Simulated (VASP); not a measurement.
An input for Quantum ESPRESSO's pw.x (written as the equivalent of a VASP run, and not itself run):

```
&CONTROL
  calculation = 'vc-relax'
  pseudo_dir = './pseudo'
  outdir = './out'
  tprnfor = .true.
  tstress = .true.
  nstep = 40
  forc_conv_thr = 0.00078
/
&SYSTEM
  ibrav = 0
  nat = 3
  ntyp = 2
  ecutwfc = 84
  occupations = 'smearing'
  smearing = 'gaussian'
  degauss = 0.003675
  input_dft = 'pz'
/
&ELECTRONS
  conv_thr = 7.3e-08
  electron_maxstep = 100
/
&IONS
/
&CELL
  press = 50
/
ATOMIC_SPECIES
  Pb 207.200 Pb.upf
  F 18.998 F.upf
CELL_PARAMETERS angstrom
    -0.0000000    2.8569238    2.8569238
     2.8569238    0.0000000    2.8569238
     2.8569238    2.8569238    0.0000000
ATOMIC_POSITIONS crystal
  Pb   0.0000000  0.0000000  0.0000000
  F    0.2500000  0.2500000  0.2500000
  F    0.7500000  0.7500000  0.7500000
K_POINTS automatic
  7 7 7 0 0 0
```

Task: Translate this input to VASP (INCAR, KPOINTS, POSCAR, choice of POTCAR).

Result: This is not unique; one that fits is 
File KPOINTS:
```
Automatic mesh
0
Gamma
7 7 7
0 0 0
```

POSCAR:
```
PbF2
1
   -0.0000000000     2.8569237533     2.8569237533
    2.8569237533     0.0000000000     2.8569237533
    2.8569237533     2.8569237533     0.0000000000
Pb F
1 2
Direct
  0.0000000000   0.0000000000   0.0000000000
  0.2500000000   0.2500000000   0.2500000000
  0.7500000000   0.7500000000   0.7500000000
```

INCAR:
```
SYSTEM = PbF2
PREC = Accurate; ENCUT = 620; LREAL = .FALSE.
LASPH = .TRUE.
EDIFF = 1E-6; NELM = 100; ALGO = Normal
LMAXMIX = 4
ISMEAR = 0; SIGMA = 0.05
IBRION = 2; NSW = 40; ISIF = 3
EDIFFG = -0.02; PSTRESS = 50
LWAVE = .FALSE.; LCHARG = .FALSE.
```

POTCAR, in this order: Pb_d F (LDA.64 set). Program: vasp_std.

What does not carry over: the potentials are each code's own (VASP's PAW set, PseudoDojo norm-conserving files in pw.x), so ENCUT and ecutwfc are chosen apart and not converted; conv_thr bounds pw.x's estimated SCF error, while EDIFF bounds the energy change between steps; forc_conv_thr acts on force components and is met together with etot_conv_thr.

The compound is PbF2 in the fluorite structure, the β form. It was relaxed first under an external pressure of 5 GPa.
